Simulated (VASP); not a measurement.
An input for Quantum ESPRESSO's pw.x (written as the equivalent of a VASP run, and not itself run):

```
&CONTROL
  calculation = 'scf'
  pseudo_dir = './pseudo'
  outdir = './out'
  tprnfor = .true.
  tstress = .true.
/
&SYSTEM
  ibrav = 0
  nat = 3
  ntyp = 2
  ecutwfc = 76
  occupations = 'tetrahedra'
  input_dft = 'pbe'
/
&ELECTRONS
  conv_thr = 7.3e-09
  electron_maxstep = 100
/
ATOMIC_SPECIES
  Al 26.982 Al.upf
  Au 196.967 Au.upf
CELL_PARAMETERS angstrom
     0.0000000    3.0280386    3.0280386
     3.0280386    0.0000000    3.0280386
     3.0280386    3.0280386    0.0000000
ATOMIC_POSITIONS crystal
  Al   0.2500000  0.2500000  0.2500000
  Al   0.7500000  0.7500000  0.7500000
  Au   0.0000000  0.0000000  0.0000000
K_POINTS automatic
  10 10 10 0 0 0
```

### Question
Write the VASP files for the same calculation (PBE).

### Answer
One answer among several that fit: 
INCAR:
```
ENCUT=520   ! plane-wave cut-off (eV)
LREAL=.FALSE.   ! projection in real space or not
NELM=100
LASPH=.TRUE.   ! aspherical one-centre terms
NEDOS=601   ! DOS grid
EDIFF=1E-7
ISMEAR=-5   ! tetrahedra, Bloechl
ISIF=2
PREC=Accurate
LEFG=.TRUE.
LMAXMIX=6   ! l cut-off of mixed one-centre charges
SYSTEM=AuAl2
GGA=PE   ! PBE
ALGO=Normal   ! blocked Davidson
LCHARG=.TRUE.
LORBIT=11
LWAVE=.FALSE.
```

POSCAR:
```
AuAl2
1
    0.0000000000     3.0280385627     3.0280385627
    3.0280385627     0.0000000000     3.0280385627
    3.0280385627     3.0280385627     0.0000000000
Al Au
2 1
Direct
  0.2500000000   0.2500000000   0.2500000000
  0.7500000000   0.7500000000   0.7500000000
  0.0000000000   0.0000000000   0.0000000000
```

File KPOINTS:
```
Automatic mesh
0
Gamma
10 10 10
0 0 0
```

POTCAR, in this order: Al Au (PBE.64 set). Program: vasp_std.

Limits of the translation: the potentials are each code's own (VASP's PAW set, PseudoDojo norm-conserving files in pw.x), so ENCUT and ecutwfc are chosen apart and not converted; conv_thr bounds pw.x's estimated SCF error, while EDIFF bounds the energy change between steps; the field gradients of LEFG aren't asked of the other code.

The compound is AuAl2 in the fluorite structure. It was relaxed first.
